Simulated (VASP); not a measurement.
The system is SnC2.

```
Sn C
1.0
    -1.75974    1.75974    2.91314
     1.75974   -1.75974    2.91314
     1.75974    1.75974   -2.91314
Sn C
1 2
Direct
  0.00000 0.00000 0.00000
  0.59789 0.59789 0.00000
  0.40211 0.40211 0.00000
```

The cell comes from a database or a generator and needn't be the stable form of this composition.

| Quantity | Value |
| --- | --- |
| Program | VASP 6.6.1 |
| Task | relaxation of cell and atoms |
| Functional | LDA |
| Potentials or basis | VASP PAW LDA potentials, release 64 (Sn_d, C) |
| Cutoff | 600 eV |
| k mesh | 8 × 8 × 8 |
| Occupations | gaussian, width 0.1 eV |
| Spin | no spin polarisation |

At the start: pressure 52.2 GPa; volume 12.03 Å³/atom.

How do energy, volume and symmetry change on relaxing?

Over 32 steps the energy falls by 586.3 meV/atom and the volume is 16.77 Å³/atom (+39.4 %); space group I4/mmm (No. 139, to 0.05 Å).

The path:
```csv
step,energy change (eV),largest force (eV/Å),pressure (GPa),volume (Å³)
1,0.0000,13.2979,52.20,36.08
2,4.4228,1.0424,-20.02,59.75
3,4.1167,0.9608,-20.14,56.54
4,3.8730,0.8081,-19.90,53.97
5,2.4792,2.5268,-16.64,44.53
6,0.9977,5.1983,-10.46,40.19
7,0.0983,6.1518,-1.72,38.11
8,-0.2950,5.4322,5.49,37.09
9,-0.4449,4.7344,10.41,36.58
10,-0.5019,4.2597,13.28,36.33
11,-0.5251,3.9903,14.80,36.21
12,-0.5352,3.8457,15.61,36.15
13,-0.5399,3.7700,15.99,36.12
14,-0.5421,3.7312,16.18,36.10
15,-0.5432,3.7117,16.28,36.09
16,-0.5438,3.7024,16.35,36.09
17,-0.5440,3.6975,16.34,36.09
18,-0.5442,3.6949,16.36,36.09
19,-0.5442,3.6927,16.37,36.08
20,-0.4450,15.7513,37.60,41.46
21,-1.1093,3.0170,24.31,39.00
22,-1.5301,2.3916,13.37,43.47
23,-1.7046,2.3717,3.39,49.47
24,-1.6961,2.2317,-1.87,49.07
25,-1.7374,0.0551,0.85,49.28
26,-1.7448,0.0507,0.77,49.41
27,-1.7573,0.0518,0.64,49.76
28,-1.7582,0.0507,0.61,49.88
29,-1.7583,0.2578,-0.05,50.08
30,-1.7584,0.1212,0.26,49.99
31,-1.7588,0.0544,0.14,50.15
32,-1.7589,0.0099,0.01,50.31
```

Final structure:
```cif
data_structure
_symmetry_space_group_name_H-M 'P 1'
_symmetry_Int_Tables_number 1
_cell_length_a 4.2704
_cell_length_b 4.2704
_cell_length_c 4.2704
_cell_angle_alpha 124.993
_cell_angle_beta 124.993
_cell_angle_gamma 81.550
_cell_volume 50.31
loop_
_atom_site_label
_atom_site_type_symbol
_atom_site_fract_x
_atom_site_fract_y
_atom_site_fract_z
_atom_site_occupancy
Sn1 Sn 0.00000 0.00000 0.00000 1
C1 C 0.59760 0.59760 0.00000 1
C2 C 0.40240 0.40240 0.00000 1
```

Caveat: the standard files for N, O and F lose accuracy on very short bonds; the volume moved by over 15 % at a fixed basis, so the end points are rough.
